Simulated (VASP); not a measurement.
# SiO2 (Stishovite): NMR shieldings, part 4 of 5

Aim: NMR shielding tensors and field gradients of SiO2 (Stishovite). The cell is of the rutile type, one of the forms listed for this formula, which need not be the common one. The start is a cell from a database of measured crystal structures.

VASP 6.6.1, plane waves and PAW; the level of theory is named at each step.

So far. Step 2 (Ground state): The cell has a gap of 5.61 eV on this mesh and a pressure of +11.3 GPa, which holds the misfit of the given cell and coordinates with this functional, and any error of cutoff, mesh and data sets. Forces of up to 0.093 eV/Å remain in these settings.

## 4. Another functional

This step: chemical shifts by linear response (GIPAW), LDA; plane waves and PAW (Si, O) (VASP 6.6.1).

The functional is changed, to see how much the shieldings depend on it.

File INCAR:

```
SYSTEM = SiO2
PREC = Accurate
ENCUT = 560
EDIFF = 1E-09
NELM = 100
ISMEAR = 0
SIGMA = 0.01
LREAL = .FALSE.
ALGO = Normal
GGA = CA
NBANDS = 22
LWAVE = .FALSE.
LCHARG = .FALSE.
KPAR = 2
LCHIMAG = .TRUE.
LEFG = .TRUE.
DQ = 0.001
ICHIBARE = 1
LNMR_SYM_RED = .TRUE.
```

File POSCAR:

```
SiO2
1.0
    4.1773000000      0.0000000000      0.0000000000
    0.0000000000      4.1773000000      0.0000000000
    0.0000000000      0.0000000000      2.6652000000
Si O
2 4
Direct
    0.5000000000      0.5000000000      0.5000000000
    0.0000000000      0.0000000000      0.0000000000
    0.8059000000      0.1941000000      0.5000000000
    0.6941000000      0.6941000000      0.0000000000
    0.1941000000      0.8059000000      0.5000000000
    0.3059000000      0.3059000000      0.0000000000
```

File KPOINTS:

```
Automatic mesh
0
Gamma
5 5 7
0 0 0
```

The projector-augmented-wave data sets are Si and O (PBE family, release 64).

Started as:

```
$ mpirun -np 2 vasp_std
```

The log of the run:

```text
[banner, memory and clock lines left out]
running    2 mpi-ranks, on    1 nodes
 distrk:  each k-point on    1 cores,    2 groups
 distr:  one band on    1 cores,    1 groups

 POSCAR found type information on POSCAR SiO
 POSCAR found :  2 types and       6 ions
|                                                                             |
|               ----> ADVICE to this user running VASP <----                  |
|                                                                             |
|     You enforced a specific xc type in the INCAR file but a different       |
|     [... a line on the potential file left out ...]
|     I HOPE YOU KNOW WHAT YOU ARE DOING!                                     |
|                                                                             |

 LDA part: xc-table for (Slater(with rela. corr.)+CA(PZ))
 , standard interpolation
 POSCAR, INCAR and KPOINTS ok, starting setup
 FFT: planning ... GRIDC
 FFT: planning ... GRID_SOFT
 FFT: planning ... GRID
 WAVECAR not read
 entering main loop
       N       E                     dE             d eps       ncg     rms          rms(c)
DAV:   1     0.155707836732E+03    0.15571E+03   -0.18859E+04  1056   0.149E+03
DAV:   2    -0.491173002907E+02   -0.20483E+03   -0.19562E+03  1446   0.314E+02
DAV:   3    -0.562779804234E+02   -0.71607E+01   -0.71381E+01  1344   0.588E+01
DAV:   4    -0.563252319075E+02   -0.47251E-01   -0.47233E-01  1290   0.561E+00
DAV:   5    -0.563256630262E+02   -0.43112E-03   -0.43109E-03  1332   0.515E-01    0.162E+01
DAV:   6    -0.519818921764E+02    0.43438E+01   -0.15267E+01  1248   0.264E+01    0.723E+00
DAV:   7    -0.519241851919E+02    0.57707E-01   -0.46697E-01  1218   0.451E+00    0.279E+00
DAV:   8    -0.518958157803E+02    0.28369E-01   -0.17784E-02  1260   0.131E+00    0.918E-01
DAV:   9    -0.518917022450E+02    0.41135E-02   -0.38904E-03  1260   0.563E-01    0.188E-01
DAV:  10    -0.518917221982E+02   -0.19953E-04   -0.22425E-04  1296   0.128E-01    0.430E-02
DAV:  11    -0.518917125209E+02    0.96773E-05   -0.32860E-05  1278   0.447E-02    0.149E-02
DAV:  12    -0.518917119360E+02    0.58487E-06   -0.41351E-06  1284   0.150E-02    0.475E-03
DAV:  13    -0.518917119466E+02   -0.10572E-07   -0.20135E-07  1278   0.360E-03    0.131E-03
DAV:  14    -0.518917119452E+02    0.13711E-08   -0.14041E-08  1302   0.881E-04    0.356E-04
DAV:  15    -0.518917119445E+02    0.65256E-09   -0.13542E-09   840   0.320E-04
ion   1
     0.0000000     0.7226596     0.0000000     2.1455190     0.0000000    -0.0000000
     0.0000353     0.7226596     0.0000000     2.1455190     0.0000000    -0.0000000
     0.0000487     0.7226596     0.0000000     2.1455190     0.0000000    -0.0000000
     0.0000670     0.7226596     0.0000000     2.1455190     0.0000000    -0.0000000
     0.0000923     0.7226596     0.0000000     2.1455190     0.0000000    -0.0000000

     0.0000000    10.7946549     0.0000000    14.7979062     0.0000000    -0.0000000
     0.0000353    10.7946361     0.0000000    14.7978830     0.0000000    -0.0000000
     0.0000487    10.7946245     0.0000000    14.7978687     0.0000000    -0.0000000
     0.0000670    10.7946052     0.0000000    14.7978448     0.0000000    -0.0000000
     0.0000923    10.7945732     0.0000000    14.7978053     0.0000000    -0.0000000

ion   2
     0.0000000    -0.7226596     0.0000000     2.1455190     0.0000000    -0.0000000
     0.0000353    -0.7226596     0.0000000     2.1455190     0.0000000    -0.0000000
     0.0000487    -0.7226596     0.0000000     2.1455190     0.0000000    -0.0000000
     0.0000670    -0.7226596     0.0000000     2.1455190     0.0000000    -0.0000000
     0.0000923    -0.7226596     0.0000000     2.1455190     0.0000000    -0.0000000

     0.0000000   -10.7946549     0.0000000    14.7979062     0.0000000    -0.0000000
     0.0000353   -10.7946361     0.0000000    14.7978830     0.0000000    -0.0000000
     0.0000487   -10.7946245     0.0000000    14.7978687     0.0000000    -0.0000000
     0.0000670   -10.7946052     0.0000000    14.7978448     0.0000000    -0.0000000
     0.0000923   -10.7945732     0.0000000    14.7978053     0.0000000    -0.0000000

ion   3
     0.0000000    22.1045631     0.0000000   -11.4626596    -0.0000000    -0.0000000
     0.0000293    22.1045629     0.0000000   -11.4626595    -0.0000000    -0.0000000
     0.0000403    22.1045628     0.0000000   -11.4626595    -0.0000000    -0.0000000
     0.0000555    22.1045625     0.0000000   -11.4626593    -0.0000000    -0.0000000
     0.0000765    22.1045619     0.0000000   -11.4626590    -0.0000000    -0.0000000

     0.0000000    72.4729021     0.0000000   -35.7908123    -0.0000000    -0.0000000
     0.0000293    72.4728830     0.0000000   -35.7908031    -0.0000000    -0.0000000
     0.0000403    72.4728702     0.0000000   -35.7907969    -0.0000000    -0.0000000
     0.0000555    72.4728484     0.0000000   -35.7907864    -0.0000000    -0.0000000
     0.0000765    72.4728118     0.0000000   -35.7907687    -0.0000000    -0.0000000

ion   4
     0.0000000   -22.1045631     0.0000000   -11.4626596    -0.0000000    -0.0000000
     0.0000293   -22.1045629     0.0000000   -11.4626595    -0.0000000    -0.0000000
     0.0000403   -22.1045628     0.0000000   -11.4626595    -0.0000000    -0.0000000
     0.0000555   -22.1045625     0.0000000   -11.4626593    -0.0000000    -0.0000000
     0.0000765   -22.1045619     0.0000000   -11.4626590    -0.0000000    -0.0000000

     0.0000000   -72.4729021     0.0000000   -35.7908123    -0.0000000    -0.0000000
     0.0000293   -72.4728830     0.0000000   -35.7908031    -0.0000000    -0.0000000
     0.0000403   -72.4728702     0.0000000   -35.7907969    -0.0000000    -0.0000000
     0.0000555   -72.4728484     0.0000000   -35.7907864    -0.0000000    -0.0000000
     0.0000765   -72.4728118     0.0000000   -35.7907687    -0.0000000    -0.0000000

ion   5
     0.0000000    22.1045631     0.0000000   -11.4626596    -0.0000000     0.0000000
     0.0000293    22.1045629     0.0000000   -11.4626595    -0.0000000     0.0000000
     0.0000403    22.1045628     0.0000000   -11.4626595    -0.0000000     0.0000000
     0.0000555    22.1045625     0.0000000   -11.4626593    -0.0000000     0.0000000
     0.0000765    22.1045619     0.0000000   -11.4626590    -0.0000000     0.0000000

     0.0000000    72.4729021     0.0000000   -35.7908123    -0.0000000     0.0000000
     0.0000293    72.4728830     0.0000000   -35.7908031    -0.0000000     0.0000000
     0.0000403    72.4728702     0.0000000   -35.7907969    -0.0000000     0.0000000
     0.0000555    72.4728484     0.0000000   -35.7907864    -0.0000000     0.0000000
[...]
N       E                     dE             d eps       ncg     rms
RMM:   1    -0.104237678586E+03   -0.10424E+03   -0.14698E+02  1804   0.573E+01
RMM:   2    -0.106929838649E+03   -0.26922E+01   -0.51206E+00  1991   0.909E+00
RMM:   3    -0.107097210608E+03   -0.16737E+00   -0.16999E-01  1986   0.150E+00
RMM:   4    -0.107106151546E+03   -0.89409E-02   -0.16364E-02  2005   0.370E-01
RMM:   5    -0.107106965368E+03   -0.81382E-03   -0.11796E-03  2004   0.910E-02
RMM:   6    -0.107107036663E+03   -0.71296E-04   -0.14978E-04  1997   0.265E-02
RMM:   7    -0.107107043380E+03   -0.67166E-05   -0.97434E-06  1751   0.689E-03
RMM:   8    -0.107107043980E+03   -0.60065E-06   -0.12422E-06  1464   0.213E-03
RMM:   9    -0.107107044049E+03   -0.68149E-07   -0.10436E-07  1272   0.615E-04
RMM:  10    -0.107107044055E+03   -0.63659E-08   -0.12557E-08  1129   0.221E-04
RMM:  11    -0.107107044056E+03   -0.83662E-09   -0.12814E-09   971   0.942E-05
BDIR= 3  IDIR= 1  IQ=  0
DAV:   1    -0.327926558158E+02   -0.32793E+02   -0.44148E-10   822   0.156E-04
DAV:   2    -0.327926558158E+02    0.44835E-10   -0.32971E-11   780   0.444E-05
       N       E                     dE             d eps       ncg     rms
RMM:   1    -0.104233911274E+03   -0.10423E+03   -0.14698E+02  1803   0.573E+01
RMM:   2    -0.106925651421E+03   -0.26917E+01   -0.51113E+00  1990   0.908E+00
RMM:   3    -0.107092815091E+03   -0.16716E+00   -0.16970E-01  1985   0.150E+00
RMM:   4    -0.107101725770E+03   -0.89107E-02   -0.16282E-02  1993   0.370E-01
RMM:   5    -0.107102534800E+03   -0.80903E-03   -0.11720E-03  1993   0.909E-02
RMM:   6    -0.107102605457E+03   -0.70657E-04   -0.14801E-04  1986   0.264E-02
RMM:   7    -0.107102612108E+03   -0.66513E-05   -0.96496E-06  1731   0.688E-03
RMM:   8    -0.107102612702E+03   -0.59343E-06   -0.12254E-06  1449   0.213E-03
RMM:   9    -0.107102612769E+03   -0.67152E-07   -0.10278E-07  1256   0.613E-04
RMM:  10    -0.107102612775E+03   -0.62647E-08   -0.12397E-08  1118   0.221E-04
RMM:  11    -0.107102612776E+03   -0.81366E-09   -0.12508E-09   950   0.934E-05
BDIR= 3  IDIR= 1  IQ=  1
DAV:   1    -0.327836333437E+02   -0.32784E+02   -0.26965E-02  1206   0.104E+00
DAV:   2    -0.327837545272E+02   -0.12118E-03   -0.12118E-03  1260   0.240E-01
DAV:   3    -0.327837551458E+02   -0.61859E-06   -0.61862E-06  1262   0.174E-02
DAV:   4    -0.327837551543E+02   -0.84948E-08   -0.85492E-08  1284   0.209E-03
DAV:   5    -0.327837551545E+02   -0.20341E-09   -0.16566E-09  1016   0.246E-04
       N       E                     dE             d eps       ncg     rms
RMM:   1    -0.104229699372E+03   -0.10423E+03   -0.14699E+02  1803   0.573E+01
RMM:   2    -0.106920995477E+03   -0.26913E+01   -0.51017E+00  1990   0.908E+00
RMM:   3    -0.107087909743E+03   -0.16691E+00   -0.16932E-01  1986   0.150E+00
RMM:   4    -0.107096785292E+03   -0.88755E-02   -0.16190E-02  2005   0.370E-01
RMM:   5    -0.107097587695E+03   -0.80240E-03   -0.11515E-03  2003   0.908E-02
RMM:   6    -0.107097658679E+03   -0.70985E-04   -0.14828E-04  1996   0.266E-02
RMM:   7    -0.107097665427E+03   -0.67478E-05   -0.98419E-06  1749   0.695E-03
RMM:   8    -0.107097666035E+03   -0.60795E-06   -0.12442E-06  1463   0.215E-03
RMM:   9    -0.107097666104E+03   -0.69057E-07   -0.10636E-07  1268   0.623E-04
RMM:  10    -0.107097666111E+03   -0.64952E-08   -0.12480E-08  1132   0.224E-04
RMM:  11    -0.107097666111E+03   -0.87732E-09   -0.13495E-09   976   0.966E-05
BDIR= 3  IDIR= 2  IQ= -1
DAV:   1    -0.328002912101E+02   -0.32800E+02   -0.27614E-02  1212   0.104E+00
DAV:   2    -0.328004159227E+02   -0.12471E-03   -0.12471E-03  1290   0.242E-01
DAV:   3    -0.328004165644E+02   -0.64172E-06   -0.64167E-06  1262   0.177E-02
DAV:   4    -0.328004165734E+02   -0.89897E-08   -0.90706E-08  1284   0.211E-03
DAV:   5    -0.328004165737E+02   -0.28069E-09   -0.18749E-09  1052   0.252E-04
       N       E                     dE             d eps       ncg     rms
RMM:   1    -0.107719504829E+03   -0.10772E+03   -0.15855E+02  1796   0.579E+01
RMM:   2    -0.110290634035E+03   -0.25711E+01   -0.47538E+00  1990   0.908E+00
RMM:   3    -0.110437217466E+03   -0.14658E+00   -0.16134E-01  1992   0.150E+00
RMM:   4    -0.110445092634E+03   -0.78752E-02   -0.13349E-02  2012   0.362E-01
RMM:   5    -0.110445726205E+03   -0.63357E-03   -0.97751E-04  2012   0.893E-02
RMM:   6    -0.110445780583E+03   -0.54378E-04   -0.92816E-05  2004   0.254E-02
RMM:   7    -0.110445786164E+03   -0.55804E-05   -0.90034E-06  1765   0.709E-03
RMM:   8    -0.110445786713E+03   -0.54990E-06   -0.10029E-06  1466   0.219E-03
RMM:   9    -0.110445786779E+03   -0.65068E-07   -0.10607E-07  1279   0.668E-04
RMM:  10    -0.110445786785E+03   -0.68673E-08   -0.14446E-08  1130   0.237E-04
RMM:  11    -0.110445786786E+03   -0.71350E-09   -0.10210E-09   996   0.957E-05
BDIR= 3  IDIR= 2  IQ=  0
DAV:   1    -0.327926558159E+02   -0.32793E+02   -0.44147E-10   822   0.156E-04
DAV:   2    -0.327926558158E+02    0.94126E-10   -0.33572E-11   780   0.444E-05
       N       E                     dE             d eps       ncg     rms
RMM:   1    -0.107716871276E+03   -0.10772E+03   -0.15855E+02  1795   0.579E+01
RMM:   2    -0.110289911974E+03   -0.25730E+01   -0.47613E+00  1990   0.908E+00
RMM:   3    -0.110436934068E+03   -0.14702E+00   -0.16174E-01  1990   0.150E+00
RMM:   4    -0.110444830391E+03   -0.78963E-02   -0.13374E-02  2001   0.362E-01
RMM:   5    -0.110445465797E+03   -0.63541E-03   -0.97989E-04  2001   0.895E-02
RMM:   6    -0.110445520346E+03   -0.54549E-04   -0.93112E-05  1993   0.255E-02
RMM:   7    -0.110445525944E+03   -0.55982E-05   -0.90259E-06  1745   0.710E-03
RMM:   8    -0.110445526495E+03   -0.55096E-06   -0.10049E-06  1451   0.219E-03
RMM:   9    -0.110445526561E+03   -0.65142E-07   -0.10612E-07  1263   0.669E-04
RMM:  10    -0.110445526567E+03   -0.68630E-08   -0.14452E-08  1115   0.237E-04
RMM:  11    -0.110445526568E+03   -0.71073E-09   -0.10209E-09   978   0.956E-05
BDIR= 3  IDIR= 2  IQ=  1
DAV:   1    -0.327846381120E+02   -0.32785E+02   -0.27621E-02  1200   0.104E+00
DAV:   2    -0.327847624912E+02   -0.12438E-03   -0.12438E-03  1290   0.242E-01
DAV:   3    -0.327847631236E+02   -0.63233E-06   -0.63233E-06  1250   0.176E-02
DAV:   4    -0.327847631325E+02   -0.89516E-08   -0.89248E-08  1278   0.209E-03
DAV:   5    -0.327847631327E+02   -0.23465E-09   -0.18498E-09  1050   0.251E-04
       N       E                     dE             d eps       ncg     rms
RMM:   1    -0.107713477363E+03   -0.10771E+03   -0.15856E+02  1794   0.579E+01
RMM:   2    -0.110288627722E+03   -0.25752E+01   -0.47685E+00  1990   0.909E+00
RMM:   3    -0.110435953785E+03   -0.14733E+00   -0.16096E-01  1991   0.150E+00
RMM:   4    -0.110443973819E+03   -0.80200E-02   -0.13740E-02  2013   0.365E-01
RMM:   5    -0.110444612187E+03   -0.63837E-03   -0.96874E-04  2010   0.897E-02
RMM:   6    -0.110444667879E+03   -0.55691E-04   -0.95503E-05  2005   0.258E-02
RMM:   7    -0.110444673657E+03   -0.57778E-05   -0.93354E-06  1763   0.720E-03
RMM:   8    -0.110444674230E+03   -0.57388E-06   -0.10429E-06  1467   0.223E-03
RMM:   9    -0.110444674299E+03   -0.68157E-07   -0.11138E-07  1282   0.682E-04
RMM:  10    -0.110444674306E+03   -0.72278E-08   -0.15011E-08  1134   0.242E-04
RMM:  11    -0.110444674307E+03   -0.77058E-09   -0.11166E-09   998   0.975E-05
       N       E                     dE             d eps       ncg     rms
RLQ:   1    -0.135412814838E+01   -0.13541E+01   -0.23897E+00  1559   0.568E+00
RLQ:   2    -0.140142745871E+01   -0.47299E-01   -0.88775E-02  1816   0.926E-01
RLQ:   3    -0.140373986303E+01   -0.23124E-02   -0.28403E-03  1829   0.146E-01
RLQ:   4    -0.140385213535E+01   -0.11227E-03   -0.16561E-04  1836   0.318E-02
RLQ:   5    -0.140385952843E+01   -0.73931E-05   -0.13175E-05  1691   0.790E-03
RLQ:   6    -0.140386002048E+01   -0.49204E-06   -0.85491E-07  1410   0.200E-03
RLQ:   7    -0.140386006184E+01   -0.41367E-07   -0.65435E-08  1156   0.564E-04
RLQ:   8    -0.140386006536E+01   -0.35160E-08   -0.65934E-09   993   0.179E-04
RLQ:   9    -0.140386006571E+01   -0.34987E-09   -0.61937E-10   827   0.797E-05
```

The job ended after 1.8 min (2 MPI ranks of Intel Xeon 6975P-C (Granite Rapids), shared host; peak memory 0.48 GiB).

(Continued in part 5 of 5.)

[Lines on the potential files, build, host, timing and source positions are cut from VASP's logs without a mark.]

[Logs are printed without paths, hosts, clocks, repeated set-up lines and the standing remarks that a program may print on its own settings, such as how far it seeks lower states.]

[Hosts, paths, dates, database ids (printed as entryN), source tags and the programs' standing remarks are cut or masked in the printed files.]
